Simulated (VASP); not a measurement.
Here is the system:

```
SnSe
1.0
    0.00000     3.00882     3.00882
    3.00882     0.00000     3.00882
    3.00882     3.00882     0.00000
Se Sn
1 1
Direct
  0.00000   0.00000   0.00000
  0.50000   0.50000   0.50000
```

Method: r2SCAN meta-GGA, VASP's PBE PAW potentials (set 64) (plane waves; VASP). Settings: 400 eV cut-off, 9×9×9 Γ-centred mesh, tetrahedra with Blöchl corrections, potentials Se Sn_d.

Unless said otherwise, spin-orbit coupling is left out, though it shifts the bands of the heavy elements here.

Task: Estimate the energy per atom (σ→0), band gap (over mesh and band path) with the smallest direct gap where there is one.

Result: 
The band gap (over mesh and band path) is 0.11 eV and the smallest direct gap (over mesh and band path) is 0.11 eV. The energy per atom (σ→0) is -19.937 eV/atom.

The structure was generated: SnSe was put into the rocksalt type (Fm-3m), which need not be its known phase. It was relaxed first, which changed the volume by +14 %.
